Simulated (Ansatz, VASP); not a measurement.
Two plane-wave programs on ScSi2

```xyz
3
Lattice="3.9921 0.0000 0.0000 -1.9960 3.4572 0.0000 0.0000 0.0000 3.5243" Properties=species:S:1:pos:R:3 pbc="T T T"
Sc    0.0000    0.0000    0.0000
Si    0.0000    2.3048    1.7621
Si    1.9960    1.1524    1.7621
```

Alike in both runs: functional PBE; dispersion D3(BJ); k mesh 12 × 12 × 12; occupations gaussian, width 0.1 eV; no spin polarisation.

Ansatz relaxed the structure, and its values are those at the end. VASP's run is a single point on that final structure, the one shown.

```csv
,VASP,Ansatz
version,VASP 6.6.1,Ansatz 0.2.0
potentials or method,"VASP PAW PBE potentials, release 64 (Sc_sv, Si)","scalar-relativistic, plane waves, PAW"
plane-wave cutoff (eV),520,420
valence electrons in the cell,19,19
```

```tsv
	VASP	Ansatz	Ansatz less VASP
gap on the k mesh at the Fermi level (eV)	none	none	-
pressure (GPa)	0.0	0.0	-0.04
```

A gap of «none» marks a metal or a gap that the smearing closes.

Caveats: pairwise dispersion overbinds metals, which lowers pressure and volume.
